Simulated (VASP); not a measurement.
Data:

```xyz
2
Lattice="0.0000 2.1650 2.1650 2.1650 0.0000 2.1650 2.1650 2.1650 0.0000" Properties=species:S:1:pos:R:3 pbc="T T T"
Ti     0.0000     0.0000     0.0000
C      2.1650     2.1650     2.1650
```

All values below come from LDA (Ceperley-Alder, Perdew-Zunger), VASP's LDA PAW potentials (set 64) (plane waves; VASP). Numerical set-up: 520 eV cut-off, 13×13×13 Γ-centred mesh, first-order Methfessel-Paxton smearing of 0.10 eV, potentials Ti_sv C.

Energy and stress use the plane-wave basis of the starting cell.

The ions, cell shape and volume are relaxed. What does this cell relax into?

```xyz
2
Lattice="0.0000 2.1321 2.1321 2.1321 0.0000 2.1321 2.1321 2.1321 0.0000" Properties=species:S:1:pos:R:3 pbc="T T T"
Ti     2.1321     2.1321     0.0000
C      2.1321     2.1321     2.1321
```
Space group Fm-3m (225), at a tolerance of 0.03 Å.

How do energy and volume change from the first to the last step?

The energy (σ→0) changes by -17.2 meV/atom and the volume by -4.5 %, in 4 ionic steps.

```
step  E(σ→0) (eV)  max force (eV/Å)  pressure (GPa)  volume (Å³)
----  -----------  ----------------  --------------  -----------
1        -20.5048             0.000          -11.68        20.30
2        -20.4690             0.000           19.96        18.20
3        -20.5392             0.000           -0.17        19.40
4        -20.5392             0.000           -0.01        19.38
```

The compound is TiC in the rock salt structure. This run relaxes it. Symmetry was kept, so distortions that lower it aren't found.
